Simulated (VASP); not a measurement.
Input:

```xyz
2
Lattice="0.0000 2.9380 2.9380 2.9380 0.0000 2.9380 2.9380 2.9380 0.0000" Properties=species:S:1:pos:R:3 pbc="T T T"
Eu     0.0000     0.0000     0.0000
S      2.9380     2.9380     2.9380
```

The numbers are results of HSEsol screened hybrid, VASP's PBE PAW potentials (set 64) (plane waves; VASP), not measurements. Settings: 520 eV cut-off, 6×6×6 Γ-centred mesh, Gaussian smearing of 0.050 eV, potentials Eu_2 S.

The 4f electrons are frozen in the core of the lanthanide potential, so 4f levels, which can set the real gap, and their magnetism are missing.

Task: Estimate the energy per atom (σ→0), pressure, band gap (over the mesh, the named points and PBE's band edges) with the smallest direct gap where there is one.

Result: 
```json
{
 "band gap (over the mesh, the named points and PBE's band edges)": "2.78 eV",
 "smallest direct gap (over the mesh, the named points and PBE's band edges)": "3.28 eV",
 "energy per atom (σ→0)": "-6.306 eV/atom",
 "pressure": "-3.33 GPa"
}
```

The absolute energy has meaning only against runs of the same code, potentials and settings.

The compound is EuS in the rock salt structure. It was relaxed first.
